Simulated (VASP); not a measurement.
Runs of VASP 6.6.1 on SiCl2H2. The cell holds a molecule in a box, 5 atoms: a = 13.006 Å, b = 13.506 Å, c = 14.006 Å, α = 90.00°, β = 90.00°, γ = 90.00°. 

| level | gap on the mesh (eV) | largest force (eV/Å) |
| --- | --- | --- |
| rev-vdW-DF2 | (b) | 0.03 |
| optB86b-vdW | 6.51 | 0.03 |
| RPBE | (a) | 0.17 |
| PBE+D4 | (c) | 0.04 |
| PBEsol | 6.49 | 0.27 |

Alike in all rows: task single point; potentials or basis VASP PAW PBE potentials, release 64 (Si, Cl, H); no spin polarisation; cell as given; k mesh 1 × 1 × 1; cutoff (eV) 400; smearing gaussian 0.01 eV.

Task: Estimate the missing entries.

Result: (a) 6.59; (b) 6.50; (c) 6.55.

Caveats: the PAW data sets were made with another functional, which shifts forces and pressure a little (some runs).

A k mesh can miss the band edges.

Not every run made on this cell is shown here.
